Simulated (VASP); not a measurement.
Set up this calculation in VASP 6.6.1, as the native input.

- Task: single point
- Functional: PBE
- Potentials or basis: VASP PAW PBE potentials, release 64 (Bi_d, Cl, O)
- Cutoff: 520 eV
- k mesh: 2 × 3 × 3
- Occupations: methfessel-paxton, width 0.15 eV
- Spin: no spin polarisation
- Dipole correction: no
- Further INCAR settings: LREAL = Auto; ALGO = Fast; EDIFF = 1e-07; NBANDS = 90

The structure of Bi3ClO4 lies in POSCAR:

```
Bi3ClO4
1.0
    7.7356970000     -1.3054410000      0.0422910000
    0.0138810000      6.6066920000      0.0329740000
   -0.6712770000     -0.6869830000      6.2526290000
Bi Cl O
6 2 8
Direct
    0.6898972515      0.2447870649      0.3206798207
    0.4455043590      0.5582954870      0.1359504842
    0.1615441793      0.7584395642      0.8409832646
    0.8280036328      0.1548741916      0.8093827535
    0.3660005224      0.1557175804      0.6271072281
    0.9344912315      0.8771556218      0.3009708559
    0.0665109409      0.3302380914      0.4598705464
    0.1852992076      0.1634606233      0.0894109599
    0.6966866889      0.7967912454      0.9585884639
    0.6717024081      0.6838418132      0.5958653606
    0.8728965315      0.5856932486      0.5582510467
    0.2728191365      0.7331708272      0.4473597636
    0.3640549084      0.9254210747      0.2529972463
    0.1014349884      0.5038171557      0.1134953547
    0.5092060970      0.0217629489      0.9648806212
    0.8190752844      0.5078578879      0.0514702505
```

The cell was built by a generator and needn't be a form met in nature.

These files were run (other wordings do the same):

INCAR

```
SYSTEM = Bi3ClO4
PREC = Accurate
ENCUT = 520
EDIFF = 1E-7
ISMEAR = 1
SIGMA = 0.15
LREAL = Auto
LASPH = .TRUE.
NELM = 100
ALGO = Fast
ISIF = 2
LWAVE = .FALSE.
LCHARG = .FALSE.
GGA = PE
NBANDS = 90
```

KPOINTS

```
regular mesh
0
G
  2 3 3
  0 0 0
```

Potentials or basis: VASP PAW PBE potentials, release 64 (Bi_d, Cl, O).

Command:

```bash
$ cat potpaw_PBE.64/Bi_d/POTCAR potpaw_PBE.64/Cl/POTCAR potpaw_PBE.64/O/POTCAR > POTCAR
$ mpirun -np 1 vasp_std > vasp.out
```

It gave:

The pressure is -7.7 GPa. The largest force is 3.106 eV/Å and the band gap on the k mesh is none (metal or under the smearing width).

Caveat: the k mesh is coarse (spacing up to 0.41 Å⁻¹), so the values aren't converged; spin-orbit coupling is left out, which moves the levels of the heavy elements.

Wall time 8.7 min on 1 thread of Intel(R) Xeon(R) Platinum 8488C (Sapphire Rapids), with other jobs on the host, peak memory 0.46 GiB.
